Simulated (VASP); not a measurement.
Crystal: BAs.

```
B As
1.0
     0.00000    2.40441    2.40441
     2.40441    0.00000    2.40441
     2.40441    2.40441    0.00000
B As
1 1
Direct
  0.00000 0.00000 0.00000
  0.25000 0.25000 0.25000
```

```yaml
Program: VASP 6.6.1
Task: relaxation of cell and atoms
Functional: PBE
Dispersion: D3(BJ)
Potentials_or_basis: VASP PAW PBE potentials, release 64 (B, As)
Cutoff: 600 eV
k_mesh: 10 × 10 × 10
Occupations: gaussian, width 0.02 eV
Spin: no spin polarisation
```

At the start: pressure -3.1 GPa; volume 13.90 Å³/atom.

Task: How do energy, volume and symmetry change on relaxing?

Result: Over 3 steps the energy falls by 3.1 meV/atom and the volume is 13.58 Å³/atom (-2.3 %); space group F-43m (No. 216, to 0.05 Å).

Step by step:
```csv
step,energy change (eV),largest force (eV/Å),pressure (GPa),volume (Å³)
1,0.0000,0.0000,-3.09,27.80
2,-0.0033,0.0000,2.30,26.74
3,-0.0063,0.0000,0.00,27.16
```

Final structure:
```xyz
2
Lattice="0.0000 2.3859 2.3859 2.3859 0.0000 2.3859 2.3859 2.3859 0.0000" Properties=species:S:1:pos:R:3 pbc="T T T"
B     0.0000    0.0000    0.0000
As    1.1929    1.1929    1.1929
```
